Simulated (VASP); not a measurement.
An input for Ansatz (written as the equivalent of a VASP run, and not itself run):

Ansatz 0.2 input:
```yaml
crystal:
  lattice:
    - [0.0000000, 3.2106529, 3.2106529]
    - [3.2106529, 0.0000000, 3.2106529]
    - [3.2106529, 3.2106529, 0.0000000]
  atoms:
    - { symbol: Cd, position: [0.0000000, 0.0000000, 0.0000000] }
    - { symbol: Te, position: [0.2500000, 0.2500000, 0.2500000] }
kpoints:
  mp_grid: { grid: [7, 7, 7] }
hamiltonian:
  xc: lda
  pseudopotentials: { kind: paw }
scf:
  occupations: { method: gaussian, width: 0.05 }
  max_iter: 100
relax:
  max_steps: 40
  f_tol: 0.02
  cell: {}
output: { forces: true, stress: true, eigenvalues: true }
```

Question: Write the VASP files for the same calculation (LDA).

Answer: One answer among several that fit: 
**KPOINTS**
```
K-points
0
gamma
 7 7 7
```

**POSCAR**
```
CdTe
1
    0.0000000000     3.2106528800     3.2106528800
    3.2106528800     0.0000000000     3.2106528800
    3.2106528800     3.2106528800     0.0000000000
Cd Te
1 1
Direct
  0.0000000000   0.0000000000   0.0000000000
  0.2500000000   0.2500000000   0.2500000000
```

INCAR:
```
ALGO=Normal
EDIFF=1E-6
EDIFFG=-0.02
ENCUT=500
IBRION=2
ISIF=3
ISMEAR=0
LASPH=.TRUE.
LCHARG=.FALSE.
LMAXMIX=4
LREAL=.FALSE.
LWAVE=.FALSE.
NELM=100
NSW=40
PREC=Accurate
SIGMA=0.05
SYSTEM=CdTe
```

POTCAR, in this order: Cd Te (LDA.64 set). Program: vasp_std.

The two are equivalent in intent, not identical: each code has its own PAW files, so the cut-off isn't converted (ENCUT is set for VASP's; basis.ecutwfc is left out, and Ansatz then takes the one that its files recommend); Ansatz stops its SCF on the density residual and VASP on the energy change (EDIFF); Ansatz's lda is the Perdew-Wang form, while the LDA potentials of VASP carry Perdew-Zunger's.

The compound is CdTe in the zinc blende structure. It was relaxed first.
